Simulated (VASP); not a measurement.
Consider the following.

```yaml
crystal:
  lattice:
    - [2.11072, -3.65587, 0.00000]
    - [2.11072, 3.65587, 0.00000]
    - [0.00000, 0.00000, 6.85359]
  atoms:
    - { symbol: Cd, position: [0.00000, 0.00000, 0.00000] }
    - { symbol: I, position: [0.33333, 0.66667, 0.24859] }
    - { symbol: I, position: [0.66667, 0.33333, 0.75141] }
```

Computed with PBEsol GGA, VASP's PBE PAW potentials (set 64) (plane waves; VASP 6.6.1). Settings: 480 eV cut-off, 6×6×4 Γ-centred mesh, Gaussian smearing of 0.050 eV, potentials Cd I.

Without a dispersion term in the relaxation, distances and binding between the weakly bound layers, chains or molecules are unreliable, and so is what depends on them. Unless said otherwise, spin-orbit coupling is left out, though it shifts the bands of the heavy elements here.

Question: Predict the energy per atom (σ→0), band gap (on the k-mesh) with the smallest direct gap where there is one.

Answer: 
- band gap (on the k-mesh) = 2.32 eV
- smallest direct gap (on the k-mesh) = 2.57 eV
- energy per atom (σ→0) = -2.125 eV/atom

Only differences to runs with the same potentials and settings are physical.

The compound is CdI2 in the 1T layered structure. It was relaxed first.
